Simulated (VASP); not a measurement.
Consider the following.

```xyz
2
Lattice="0.0000 2.6571 2.6571 2.6571 0.0000 2.6571 2.6571 2.6571 0.0000" Properties=species:S:1:pos:R:3 pbc="T T T"
Ag     0.0000     0.0000     0.0000
Cl     2.6571     2.6571     2.6571
```

Level of theory: PBEsol GGA, VASP's PBE PAW potentials (set 64) (plane waves; VASP). Settings: 500 eV cut-off, 9×9×9 Γ-centred mesh, Gaussian smearing of 0.050 eV, potentials Ag Cl.

Q: What does the run give for the energy per atom (σ→0), pressure?

A: 
```
Item                           Result
---------------------  --------------
energy per atom (σ→0)  -3.009 eV/atom
pressure                     5.03 GPa
```

Only differences to runs with the same potentials and settings are physical.

The compound is AgCl in the rock salt structure. It was relaxed first under an external pressure of 5 GPa.
